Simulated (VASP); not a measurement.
Data:

```
Cu
1.0
    0.00000     1.79019     1.79019
    1.79019     0.00000     1.79019
    1.79019     1.79019     0.00000
Cu
1
Direct
  0.00000   0.00000   0.00000
```

Calculation: r2SCAN meta-GGA, VASP's PBE PAW potentials (set 64) (plane waves; VASP). Run with 500 eV cut-off, 17×17×17 Γ-centred mesh, first-order Methfessel-Paxton smearing of 0.10 eV, potentials Cu.

Q: What does the run give for the energy per atom (σ→0), band gap (on the k-mesh) with the smallest direct gap where there is one?

A: 
- band gap (on the k-mesh) = none (metal, semimetal or under 0.01 eV)
- energy per atom (σ→0) = -10.825 eV/atom

Only differences to runs with the same potentials and settings are physical.

The compound is Cu in the fcc structure. It was relaxed first.
